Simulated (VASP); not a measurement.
VASP ran on this input.

POSCAR:
```
BaS
6.4532710
  0.0000000000   0.5000000342   0.5000000342
  0.5000000342   0.0000000000   0.5000000342
  0.5000000342   0.5000000342   0.0000000000
Ba S
1 1
Cartesian
  0.0000000000   0.0000000000   0.0000000000
  0.5000000342   0.5000000342   0.5000000342
```

**INCAR**
```
LCHARG = .False.
LMAXMIX = 4
LASPH = .True.   # aspherical one-centre terms
GGA = PE
ISMEAR = 0
LWAVE = .False.
PREC = Accurate
ISIF = 2   # forces and stress, cell fixed
LREAL = .False.
NELM = 100
IVDW = 12   # D3, Becke-Johnson
ALGO = Normal
SYSTEM = BaS
ENCUT = 520
SIGMA = 0.05
EDIFF = 1E-7   # SCF stop (eV)
```

KPOINTS:
```
Automatic mesh
0
Gamma
7 7 7
0 0 0
```

POTCAR, in this order: Ba_sv S (PBE.64 set). Program: vasp_std.

Write an equivalent input for Ansatz.

One equivalent input (not run):
Ansatz 0.2 input:
```yaml
crystal:
  lattice:
    - [0.0000000, 3.2266357, 3.2266357]
    - [3.2266357, 0.0000000, 3.2266357]
    - [3.2266357, 3.2266357, 0.0000000]
  atoms:
    - { symbol: Ba, position: [0.0000000, 0.0000000, 0.0000000] }
    - { symbol: S, position: [0.5000000, 0.5000000, 0.5000000] }
kpoints:
  mp_grid: { grid: [7, 7, 7] }
hamiltonian:
  xc: pbe
  dispersion: d3bj
  pseudopotentials: { kind: paw }
scf:
  occupations: { method: gaussian, width: 0.05 }
  max_iter: 100
output: { forces: true, stress: true, eigenvalues: true }
```
Limits of the translation: each code has its own PAW files, so the cut-off isn't converted (ENCUT is set for VASP's; basis.ecutwfc is left out, and Ansatz then takes the one that its files recommend); Ansatz stops its SCF on the density residual and VASP on the energy change (EDIFF).

The compound is BaS in the rock salt structure. This cell is one point of a volume scan, at 1.03 of the reference volume.
